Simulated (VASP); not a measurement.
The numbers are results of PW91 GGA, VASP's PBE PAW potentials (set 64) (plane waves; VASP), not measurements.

Input for VASP

KPOINTS:
```
K-points
0
Gamma
  6 6 6
0 0 0
```

**INCAR**
```
ALGO=Normal
EDIFF=1E-7
ENCUT=520
GGA=91
ISIF=2
ISMEAR=-5
LASPH=T
LCHARG=T
LEFG=T
LMAXMIX=4
LORBIT=11
LREAL=F
LWAVE=F
NEDOS=601
NELM=100
PREC=Accurate
SYSTEM=KZnF3
```

### POSCAR
```
KZnF3
1
    4.1212815462     0.0000000000     0.0000000000
    0.0000000000     4.1212815462     0.0000000000
    0.0000000000     0.0000000000     4.1212815462
K Zn F
1 1 3
Direct
  0.0000000000   0.0000000000   0.0000000000
  0.5000000000   0.5000000000   0.5000000000
  0.5000000000   0.0000000000   0.5000000000
  0.0000000000   0.5000000000   0.5000000000
  0.5000000000   0.5000000000   0.0000000000
```

POTCAR, in this order: K_sv Zn F (PBE.64 set). Program: vasp_std.

Question: What will the output report for the number of irreducible k-points (NKPTS), largest plane-wave count, number of space-group operations, FFT grid (NGX, NGY, NGZ)?

Answer: 
```yaml
number of irreducible k-points (NKPTS): 20
largest_plane_wave_count: 1924
number_of_space_group_operations: 48
FFT grid (NGX, NGY, NGZ): 32 × 32 × 32
```

The compound is KZnF3 in the cubic perovskite structure. It was relaxed first, which changed the volume by +5 %.
